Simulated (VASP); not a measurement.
# KI (relaxed from the zinc blende structure, space group F-43m): computed properties

Method: PBEsol GGA, VASP's PBE PAW potentials (set 64) (plane waves; VASP).

- space group: F-43m (216)
- cell: a = 7.859 Å, b = 7.859 Å, c = 7.859 Å, α = 90.00°, β = 90.00°, γ = 90.00°
- volume per atom: 60.66 Å³/atom
- band gap (over mesh and band path): 3.96 eV
- smallest direct gap (over mesh and band path): 3.97 eV
- density: 2.27 g/cm³

```cif
data_I4K4
_chemical_formula_sum 'K4 I4'
_space_group_name_H-M_alt 'F-43m'
_space_group_IT_number 216
_space_group_name_Hall 'F -4 2 3'
_cell_length_a 7.85852
_cell_length_b 7.85852
_cell_length_c 7.85852
_cell_angle_alpha 90.000
_cell_angle_beta 90.000
_cell_angle_gamma 90.000
loop_
_atom_site_label
_atom_site_type_symbol
_atom_site_symmetry_multiplicity
_atom_site_Wyckoff_symbol
_atom_site_fract_x
_atom_site_fract_y
_atom_site_fract_z
_atom_site_occupancy
K1 K 4 a 0.00000 0.00000 0.00000 1
I1 I 4 d 0.75000 0.75000 0.75000 1
```
(The calculation used a cell of 2 atoms; values per cell refer to that cell.)

Unless said otherwise, spin-orbit coupling is left out, though it shifts the bands of the heavy elements here.

The structure was generated: KI was put into the zinc blende type (F-43m), which need not be its known phase. It was relaxed first. Symmetry was kept, so distortions that lower it aren't found.
